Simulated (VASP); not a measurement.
Given:

```
CELL_PARAMETERS angstrom
      4.48852     0.00000     0.00000
      0.00000     4.48852     0.00000
      0.00000     0.00000     2.99920
ATOMIC_POSITIONS crystal
  Mg 0.00000 0.00000 0.00000
  Mg 0.50000 0.50000 0.50000
  H  0.30421 0.30421 0.00000
  H  0.80421 0.19579 0.50000
  H  0.19579 0.80421 0.50000
  H  0.69579 0.69579 0.00000
```

Level of theory: rev-vdW-DF2, VASP's PBE PAW potentials (set 64) (plane waves; VASP). Numerical set-up: 520 eV cut-off, Gaussian smearing of 0.050 eV, potentials Mg H.

Q: Give the energies of bands 1 to 7 at the high-symmetry points, in eV from the valence-band maximum.

A: 
| band | Γ | X | M | Z | R | A |
|---|---|---|---|---|---|---|
| 1 | -6.45 | -4.82 | -3.74 | -3.01 | -2.26 | -1.87 |
| 2 | -1.45 | -4.82 | -3.74 | -3.01 | -2.26 | -1.87 |
| 3 | -1.45 | -0.51 | -2.74 | -0.09 | -1.08 | -0.95 |
| 4 | -0.41 | -0.51 | -2.74 | -0.09 | -1.08 | -0.95 |
| 5 | 4.81 | 5.48 | 9.20 | 6.46 | 5.28 | 3.98 |
| 6 | 5.16 | 5.48 | 9.20 | 6.46 | 5.28 | 3.98 |
| 7 | 9.32 | 10.21 | 9.32 | 6.95 | 6.93 | 4.28 |

The gap is indirect, 3.84 eV, from the valence maximum at M-Γ at 0.67 to the conduction minimum at A-Z at 0.22.

The compound is MgH2 in the rutile structure. It was relaxed first.
